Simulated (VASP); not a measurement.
Here is the system:

```
CELL_PARAMETERS angstrom
      3.73318     0.00000     0.00000
      0.00000     3.73318     0.00000
      0.00000     0.00000     3.73318
ATOMIC_POSITIONS crystal
  Cs 0.00000 0.00000 0.00000
  I  0.50000 0.50000 0.50000
```

These are LDA (Ceperley-Alder, Perdew-Zunger), VASP's LDA PAW potentials (set 64) (plane waves; VASP) values and carry that method's errors. Run with 500 eV cut-off, 7×7×7 Γ-centred mesh, Gaussian smearing of 0.050 eV, potentials Cs_sv I.

Unless said otherwise, spin-orbit coupling is left out, though it shifts the bands of the heavy elements here.

Task: Estimate the energy per atom (σ→0), pressure, band gap (on the k-mesh) with the smallest direct gap where there is one.

Result: 
```json
{
 "band gap (on the k-mesh)": "1.61 eV",
 "smallest direct gap (on the k-mesh)": "1.61 eV",
 "energy per atom (σ→0)": "-2.133 eV/atom",
 "pressure": "29.88 GPa"
}
```

The absolute energy has meaning only against runs of the same code, potentials and settings.

The compound is CsI in the CsCl type structure. It was relaxed first under an external pressure of 30 GPa.
